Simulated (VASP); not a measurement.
Consider the following.

```yaml
crystal:
  lattice:
    - [0.00000, 2.75315, 2.75315]
    - [2.75315, 0.00000, 2.75315]
    - [2.75315, 2.75315, 0.00000]
  atoms:
    - { symbol: Li, position: [0.00000, 0.00000, 0.00000] }
    - { symbol: Cl, position: [0.25000, 0.25000, 0.25000] }
```

Method: PBE GGA, VASP's PBE PAW potentials (set 64) (plane waves; VASP). Numerical set-up: 520 eV cut-off, Gaussian smearing of 0.050 eV, potentials Li_sv Cl.

Q: Give the energies of bands 3 to 7 at the high-symmetry points, in eV from the valence-band maximum.

A: 
| band | Γ | X | U | L | W |
|---|---|---|---|---|---|
| 3 | 0.00 | -1.59 | -1.46 | -1.96 | -1.36 |
| 4 | 0.00 | -0.81 | -1.19 | -0.28 | -1.10 |
| 5 | 0.00 | -0.81 | -0.64 | -0.28 | -0.95 |
| 6 | 5.98 | 6.65 | 7.64 | 8.32 | 8.13 |
| 7 | 10.15 | 9.64 | 10.19 | 10.32 | 10.74 |

The gap is direct, 5.98 eV, from the valence maximum at Γ to the conduction minimum at Γ.

The structure was generated: LiCl was put into the zinc blende type (F-43m), which need not be its known phase. It was relaxed first, which changed the volume by +11 %.
